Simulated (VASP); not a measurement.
# GeAs (space group I4mm): computed properties

These are PBEsol GGA, VASP's PBE PAW potentials (set 64) (plane waves; VASP) values and carry that method's errors.

| Quantity | Value |
|---|---|
| space group | I4mm (107) |
| cell | a = b = 3.6802 Å, c = 5.8859 Å, α = β = γ = 90.00° |
| volume per atom | 19.93 Å³/atom |
| band gap (over mesh and band path) | none (metal, semimetal or under 0.01 eV) |
| density | 6.15 g/cm³ |

Space group I4mm (No. 107); a = 3.680 Å, b = 3.680 Å, c = 5.886 Å, α = 90.00°, β = 90.00°, γ = 90.00°

```
atom  site  symmetry       x       y       z
----  ----  --------  ------  ------  ------
Ge      2a       4mm  0.0000  0.0000  0.9950
As      2a       4mm  0.0000  0.0000  0.4190
```
(The calculation used a cell of 2 atoms; values per cell refer to that cell.)

The structure comes from a computed database's GeAs entry (I4mm); how it stands against other phases isn't given here. It was relaxed first, which changed the volume by -6 %. Symmetry was kept, so distortions that lower it aren't found. The electron count is odd and the run is not spin-polarised, which forces a metal.
